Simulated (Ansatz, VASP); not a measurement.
# InSb in two plane-wave programs, part 2 of 2

One calculation is typed for both programs; each brings its own data sets. How far apart do they land? The structure shown comes from an earlier Ansatz run, which isn't shown and may have moved the atoms alone.

VASP 6.6.1 and Ansatz 0.2.0.

So far: Set-up; Ansatz: elastic constants, PBEsol.

### 3. VASP: elastic constants, PBEsol

Level of this step: PBEsol; plane waves and PAW (In_d, Sb) (VASP).

The same cell, functional, mesh and smearing now go to VASP, with its own data sets.

Lines of VASP's logs that name or quote its potential files are left out, and so is its time.

Contents of INCAR:

```
SYSTEM = InSb
PREC = Accurate
ENCUT = 500
EDIFF = 1E-08
NELM = 120
ISMEAR = 1
SIGMA = 0.25
LREAL = .FALSE.
ALGO = Normal
GGA = PS
NBANDS = 15
LORBIT = 11
LWAVE = .FALSE.
LCHARG = .FALSE.
ISIF = 3
IBRION = 6
NFREE = 2
POTIM = 0.015
NSW = 1
LASPH = .TRUE.
GGA_COMPAT = .FALSE.
```

Contents of POSCAR:

```
InSb
1.0
    0.0000000000      3.2718485178      3.2718485178
    3.2718485178      0.0000000000      3.2718485178
    3.2718485178      3.2718485178      0.0000000000
In Sb
1 1
Direct
    0.0000000000      0.0000000000      0.0000000000
    0.2500000000      0.2500000000      0.2500000000
```

Contents of KPOINTS:

```
Automatic mesh
0
Gamma
4 4 4
0 0 0
```

The projector-augmented-wave data sets are In_d and Sb (PBE family, release 64).

The run is started by

```
$ mpirun -np 1 vasp_std
```

Numbers of over 12 decimals in the logs are rounded to 6 here.

The program printed:

```text
[banner, memory and clock lines left out]
running    1 mpi-ranks, on    1 nodes
 distrk:  each k-point on    1 cores,    1 groups
 distr:  one band on    1 cores,    1 groups

 POSCAR found type information on POSCAR InSb
 POSCAR found :  2 types and       2 ions
|                                                                             |
|               ----> ADVICE to this user running VASP <----                  |
|                                                                             |
|     You enforced a specific xc type in the INCAR file but a different       |
|     [... a line on the potential file left out ...]
|     I HOPE YOU KNOW WHAT YOU ARE DOING!                                     |
|                                                                             |

 LDA part: xc-table for (Slater+PW92), standard interpolation
 POSCAR, INCAR and KPOINTS ok, starting setup
 FFT: planning ... GRIDC
 FFT: planning ... GRID_SOFT
 FFT: planning ... GRID
 WAVECAR not read
 entering main loop
       N       E                     dE             d eps       ncg     rms          rms(c)
DAV:   1     0.112027770945E+03    0.11203E+03   -0.78535E+03   240   0.114E+03
DAV:   2     0.282907504073E+00   -0.11174E+03   -0.10920E+03   247   0.294E+02
DAV:   3    -0.748594102008E+01   -0.77688E+01   -0.77211E+01   310   0.798E+01
DAV:   4    -0.769449567582E+01   -0.20855E+00   -0.20849E+00   305   0.153E+01
DAV:   5    -0.770579308872E+01   -0.11297E-01   -0.11297E-01   371   0.308E+00    0.385E+00
DAV:   6    -0.757568985708E+01    0.13010E+00   -0.19658E-01   345   0.720E+00    0.221E+00
DAV:   7    -0.755111211086E+01    0.24578E-01   -0.77204E-02   334   0.288E+00    0.611E-01
DAV:   8    -0.755072801608E+01    0.38409E-03   -0.88929E-03   325   0.112E+00    0.242E-01
DAV:   9    -0.755127917917E+01   -0.55116E-03   -0.90086E-04   268   0.294E-01    0.701E-02
DAV:  10    -0.755128123878E+01   -0.20596E-05   -0.44179E-05   379   0.518E-02    0.356E-02
DAV:  11    -0.755130897863E+01   -0.27740E-04   -0.40244E-05   268   0.545E-02    0.202E-02
DAV:  12    -0.755130946410E+01   -0.48547E-06   -0.12666E-06   317   0.929E-03    0.743E-03
DAV:  13    -0.755130958010E+01   -0.11600E-06   -0.83626E-07   282   0.649E-03    0.359E-03
DAV:  14    -0.755130948122E+01    0.98877E-07   -0.50243E-08   324   0.129E-03    0.106E-03
DAV:  15    -0.755130948315E+01   -0.19306E-08   -0.87024E-09   247   0.619E-04
   1 F= -.75513095E+01 E0= -.75511987E+01  d E =-.332259E-03
[... from here on, the cycles between the ionic steps are left out ...]
   2 F= -.75486235E+01 E0= -.75486417E+01  d E =0.546538E-04
  10 F= -.75492929E+01 E0= -.75491589E+01  d E =-.401980E-03
  11 F= -.75492923E+01 E0= -.75491583E+01  d E =-.401998E-03
  12 F= -.75492929E+01 E0= -.75491589E+01  d E =-.401980E-03
  13 F= -.75492923E+01 E0= -.75491583E+01  d E =-.402006E-03
  14 F= -.75506531E+01 E0= -.75505714E+01  d E =-.244949E-03
  15 F= -.75506531E+01 E0= -.75505714E+01  d E =-.244951E-03
  16 F= -.75506523E+01 E0= -.75505707E+01  d E =-.244977E-03
 Finite differences progress:
  Degree of freedom:   8/  8
  Displacement:        1/  2
  Total:              15/ 16
 bond charge predicted
       N       E                     dE             d eps       ncg     rms          rms(c)
DAV:   1    -0.755022103483E+01    0.43129E-03   -0.18867E-01   568   0.196E+00    0.145E-01
DAV:   2    -0.755069390389E+01   -0.47287E-03   -0.56783E-03   701   0.532E-01    0.539E-02
DAV:   3    -0.755065523014E+01    0.38674E-04   -0.12422E-04   698   0.116E-01    0.196E-02
DAV:   4    -0.755065193889E+01    0.32912E-05   -0.18864E-05   880   0.437E-02    0.744E-03
DAV:   5    -0.755065225913E+01   -0.32024E-06   -0.13187E-06   652   0.951E-03    0.258E-03
DAV:   6    -0.755065232201E+01   -0.62873E-07   -0.13788E-07   738   0.317E-03    0.786E-04
DAV:   7    -0.755065232564E+01   -0.36364E-08   -0.17178E-08   647   0.143E-03
  17 F= -.75506523E+01 E0= -.75505707E+01  d E =-.244944E-03
 Finite differences progress:
  Degree of freedom:   8/  8
  Displacement:        2/  2
  Total:              16/ 16
```

From OUTCAR (step 3):

```text
ion  position               nearest neighbor table
   1  0.000  0.000  0.000-   2 2.83   2 2.83   2 2.83   2 2.83
   2  0.250  0.250  0.250-   1 2.83   1 2.83   1 2.83   1 2.83

  LATTYP: Found a face centered cubic cell.
 ALAT       =     6.5436970356

 Subroutine GETGRP returns: Found 24 space group operations
 (whereof 24 operations were pure point group operations)

The static configuration has the point symmetry T_d .

 Found      8 irreducible k-points:

   k-points           NKPTS =      8   k-points in BZ     NKDIM =      8   number of bands    NBANDS=     15

   dimension x,y,z NGX =    36 NGY =   36 NGZ =   36
   dimension x,y,z NGXF=    72 NGYF=   72 NGZF=   72

   ENCUT  =  500.0 eV  36.75 Ry    6.06 a.u.   8.44  8.44  8.44*2*pi/ulx,y,z

   NELECT =      18.0000    total number of electrons

 k-points in reciprocal lattice and weights: Automatic mesh
   0.00000000  0.00000000  0.00000000       0.016
   0.25000000  0.00000000  0.00000000       0.125
   0.50000000  0.00000000  0.00000000       0.062
   0.25000000  0.25000000  0.00000000       0.094
   0.50000000  0.25000000  0.00000000       0.375
  -0.25000000  0.25000000  0.00000000       0.188
   0.50000000  0.50000000  0.00000000       0.047
  -0.25000000  0.50000000  0.25000000       0.094

 average (electrostatic) potential at core
       1 -96.3606       2 -87.2709

 E-fermi :   4.7565

 k-point     1 :       0.0000    0.0000    0.0000
  band No.  band energies     occupation
    ...
      6      -5.8696      2.00000
      7       4.2547      2.01561
      8       4.6626      1.58889
      9       4.6937      1.41100
     10       4.7233      1.22267
     11       7.5770     -0.00000
     12       7.6011     -0.00000
     13       7.6265     -0.00000
     14      10.2232      0.00000
     15      12.8955      0.00000

 k-point     2 :       0.2500    0.0000    0.0000
  band No.  band energies     occupation
    ...
      5      -9.7411      2.00000
      6      -5.3497      2.00000
      7       1.0608      2.00000
      8       4.0995      2.00128
      9       4.1403      2.00271
     10       5.4407     -0.00075
     11       8.2949     -0.00000
     12       8.3486     -0.00000
     13       9.2550     -0.00000
     14      11.4188      0.00000
    ...

 k-point     3 :       0.5000    0.0000    0.0000
  band No.  band energies     occupation
    ...
      5      -9.7392      2.00000
      6      -4.5564      2.00000
      7      -0.8684      2.00000
      8       3.6991      2.00000
      9       3.7426      2.00000
     10       5.1163     -0.06053
     11       8.4144     -0.00000
     12       8.4812     -0.00000
     13      10.6589      0.00000
     14      12.6985      0.00000
    ...

  Total        0.0121011      0.0134501      0.0134501     -0.0000000      0.1056805      0.0000000
  in kB        0.2767752      0.3076275      0.3076275     -0.0000000      2.4171080      0.0000000
  external PRESSURE =       0.2973434 kB  Pullay stress =       0.0000000 kB

  energy-cutoff  :      500.00
  volume of cell :       70.05
      direct lattice vectors                 reciprocal lattice vectors
     0.000000000  3.271848518  3.271848518    -0.152818811  0.152818811  0.152818811
     3.271848518  0.000000000  3.271848518     0.152818811 -0.152818811  0.152818811
     3.271848518  3.271848518  0.000000000     0.152818811  0.152818811 -0.152818811

 POSITION                                       TOTAL-FORCE (eV/Angst)
 -----------------------------------------------------------------------------------
      0.00000      0.00000      0.00000        -0.087691      0.000000      0.000000
      1.62092      1.63592      1.63592         0.087691      0.000000      0.000000
 -----------------------------------------------------------------------------------
    total drift:                               -0.000050     -0.000000     -0.000000

  FREE ENERGIE OF THE ION-ELECTRON SYSTEM (eV)
  ---------------------------------------------------
  free  energy   TOTEN  =        -7.5506523256 eV

  energy  without entropy=       -7.5504073819  energy(sigma->0) =       -7.55057068

  SYMMETRIZED ELASTIC MODULI (kBar)
 Direction    XX          YY          ZZ          XY          YZ          ZX
 --------------------------------------------------------------------------------
 XX         584.4476    342.1814    342.1814     -0.0000      0.0000     -0.0000
 YY         342.1814    584.4476    342.1814     -0.0000      0.0000     -0.0000
 ZZ         342.1814    342.1814    584.4476      0.0000      0.0000      0.0000
 XY          -0.0000     -0.0000      0.0000    411.1060      0.0000      0.0000
 YZ           0.0000      0.0000      0.0000      0.0000    411.1060      0.0000
 ZX          -0.0000     -0.0000      0.0000      0.0000      0.0000    411.1060
 --------------------------------------------------------------------------------

 Eigenvectors and eigenvalues of the dynamical matrix
 ----------------------------------------------------

   1 f  =    4.916626 THz    30.892072 2PiTHz  164.000991 cm-1    20.333522 meV
             X         Y         Z           dx          dy          dz
      0.000000  0.000000  0.000000     0.658627   -0.284352    0.000000
      1.635924  1.635924  1.635924    -0.639609    0.276141    0.000000

   2 f  =    4.916626 THz    30.892072 2PiTHz  164.000991 cm-1    20.333522 meV
             X         Y         Z           dx          dy          dz
      0.000000  0.000000  0.000000     0.284352    0.658627   -0.000000
      1.635924  1.635924  1.635924    -0.276141   -0.639609   -0.000000

   3 f  =    4.916626 THz    30.892072 2PiTHz  164.000991 cm-1    20.333522 meV
             X         Y         Z           dx          dy          dz
      0.000000  0.000000  0.000000     0.000000    0.000000    0.717388
      1.635924  1.635924  1.635924     0.000000    0.000000   -0.696674

   4 f/i=    0.000005 THz     0.000029 2PiTHz    0.000155 cm-1     0.000019 meV
             X         Y         Z           dx          dy          dz
      0.000000  0.000000  0.000000    -0.015432   -0.578808   -0.387424
      1.635924  1.635924  1.635924    -0.015891   -0.596018   -0.398943

   5 f/i=    0.000005 THz     0.000029 2PiTHz    0.000155 cm-1     0.000019 meV
             X         Y         Z           dx          dy          dz
      0.000000  0.000000  0.000000     0.014119    0.387179   -0.579005
      1.635924  1.635924  1.635924     0.014539    0.398691   -0.596221

   6 f/i=    0.000005 THz     0.000029 2PiTHz    0.000155 cm-1     0.000019 meV
             X         Y         Z           dx          dy          dz
      0.000000  0.000000  0.000000     0.696360   -0.020677    0.003154
      1.635924  1.635924  1.635924     0.717065   -0.021292    0.003248

 ELASTIC MODULI CONTR FROM IONIC RELAXATION (kBar)
 Direction    XX          YY          ZZ          XY          YZ          ZX
 --------------------------------------------------------------------------------
 XX          -0.0000      0.0000      0.0000     -0.0000      0.0000     -0.0000
 YY           0.0000     -0.0000      0.0000     -0.0000     -0.0000      0.0000
 ZZ           0.0000      0.0000     -0.0000      0.0000     -0.0000     -0.0000
 XY          -0.0000     -0.0000      0.0000   -194.5461      0.0000     -0.0000
 YZ           0.0000     -0.0000     -0.0000      0.0000   -194.5461      0.0000
 ZX          -0.0000      0.0000     -0.0000     -0.0000      0.0000   -194.5461
 --------------------------------------------------------------------------------

 TOTAL ELASTIC MODULI (kBar)
 Direction    XX          YY          ZZ          XY          YZ          ZX
 --------------------------------------------------------------------------------
 XX         584.4476    342.1814    342.1814     -0.0000      0.0000     -0.0000
 YY         342.1814    584.4476    342.1814     -0.0000     -0.0000      0.0000
 ZZ         342.1814    342.1814    584.4476      0.0000      0.0000     -0.0000
 XY          -0.0000     -0.0000      0.0000    216.5599      0.0000     -0.0000
 YZ           0.0000     -0.0000      0.0000      0.0000    216.5599      0.0000
 ZX          -0.0000      0.0000     -0.0000     -0.0000      0.0000    216.5599
 --------------------------------------------------------------------------------

 total charge
# of ion       s       p       d       tot
------------------------------------------
    1        0.863   0.698   9.864  11.425
    2        1.134   1.330   0.018   2.483
--------------------------------------------------
tot          1.998   2.028   9.881  13.907

[... 3 further parts left out ...]
```

CONTCAR:

```
InSb
   1.00000000000000
     0.0000000000000000    3.2718485178000001    3.2718485178000001
     3.2718485178000001    0.0000000000000000    3.2718485178000001
     3.2718485178000001    3.2718485178000001    0.0000000000000000
  In              Sb
     1     1
Direct
     0.0000000000000000    0.0000000000000000    0.0000000000000000
     0.2522922821637974    0.2477077178362025    0.2477077178362025
```

The last energy, forces, stress and levels in OUTCAR belong to the last displaced cell, not to the cell of POSCAR. The k-mesh is coarse for a metal.

Levels, forces or a CONTCAR printed for this step are those of its last displaced cell, not of the structure at rest.

### 4. Side by side

Known differences besides the potentials themselves: the data sets hold 28 valence electrons in Ansatz (on its default PAW (the set named soft_2) files) and 18 in VASP; the cutoff is 420 eV in Ansatz and 500 eV in VASP; Ansatz makes its cores anew for this functional, VASP keeps those of its PBE data sets; VASP takes each elastic constant from one size of strain, Ansatz from those that its log lists. Total energies have different zeros and are not compared.

The two programs side by side:

```
 quantity  Ansatz  VASP  difference
C11 (GPa)    58.5  58.4     +0.09 %
C22 (GPa)    58.5  58.4     +0.09 %
C33 (GPa)    58.5  58.4     +0.09 %
C12 (GPa)    34.2  34.2     -0.15 %
C13 (GPa)    34.2  34.2     -0.15 %
C23 (GPa)    34.2  34.2     -0.15 %
C44 (GPa)    21.7  21.7     +0.27 %
C55 (GPa)    21.7  21.7     +0.27 %
C66 (GPa)    21.7  21.7     +0.27 %
```

### 5. Summary of results

| Item | Value |
| --- | --- |
| difference in C44 (elastic constants, PBEsol) | 0.27 % |

In words: The difference in C44 is 0.27 % (elastic constants, PBEsol), within the 5 % picked in this series as the mark of a large difference. The data sets hold unlike numbers of valence electrons (28 in Ansatz and 18 in VASP), so part of the differences comes from the potentials. Such differences can come from data sets, numerical settings and the points named under the comparisons, not from the functional's error against experiment.

[Lines on the potential files, build, host, timing and source positions are cut from VASP's logs without a mark.]

[Logs are printed without paths, hosts, clocks, repeated set-up lines and the standing remarks that a program may print on its own settings, such as how far it seeks lower states.]

[Hosts, paths, dates, database ids (printed as entryN), source tags and the programs' standing remarks are cut or masked in the printed files.]
